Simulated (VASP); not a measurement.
A convergence study with VASP on Ni (fcc): one setting is varied, all else stays as given below, so the limit is that of these other settings. The cell's lengths are 1 % over those of the tabulated start, so it is off equilibrium.

```
Ni
1.0
    0.00000     1.77760     1.77760
    1.77760     0.00000     1.77760
    1.77760     1.77760     0.00000
Ni
1
Direct
  0.00000   0.00000   0.00000
```
Starting moments (μB, in the order of the record's atoms Ni): 0.8.

Method: LDA (Ceperley-Alder, Perdew-Zunger), VASP's LDA PAW potentials (set 64) (plane waves; VASP 6.6.1). The tightest run used: 1000 eV cut-off, 20×20×20 Γ-centred mesh, first-order Methfessel-Paxton smearing of 0.10 eV, potentials Ni.

**Question.** The settings run are ENCUT = 150; ENCUT = 250; ENCUT = 350; ENCUT = 450; ENCUT = 550; ENCUT = 600; ENCUT = 650; ENCUT = 700; ENCUT = 750; ENCUT = 800; ENCUT = 850; ENCUT = 1000. From which on does the energy per atom stay within 0.002 eV/atom of the tightest run?

**Answer.** From ENCUT = 450 on: it is off by 0.0005 there and by no more than 0.002 in any finer run, while ENCUT = 350 is off by 0.0076.
```csv
setting,E (eV/atom),pressure (GPa),moment (μB),plane waves,difference judged (eV/atom)
ENCUT = 150,-0.2424,-741.27,0.000,59,6.2444
ENCUT = 250,-6.4631,-34.98,0.614,113,0.0237
ENCUT = 350,-6.4945,-22.22,0.617,176,0.0076
ENCUT = 450,-6.4873,-21.93,0.617,262,0.0005
ENCUT = 550,-6.4871,-21.82,0.616,342,0.0002
ENCUT = 600,-6.4870,-21.87,0.616,388,0.0001
ENCUT = 650,-6.4869,-21.85,0.616,444,0.0000
ENCUT = 700,-6.4869,-21.80,0.616,495,0.0000
ENCUT = 750,-6.4869,-21.78,0.616,544,0.0000
ENCUT = 800,-6.4869,-21.78,0.616,589,0.0000
ENCUT = 850,-6.4868,-21.80,0.616,648,0.0000
ENCUT = 1000,-6.4868,-21.79,0.616,869,0.0000
```

Left out are rungs that failed or repeat a setting and relaxations that didn't move; long series are thinned to 24 rows.

The compound is Ni in the fcc structure. The cell was not relaxed at this level.
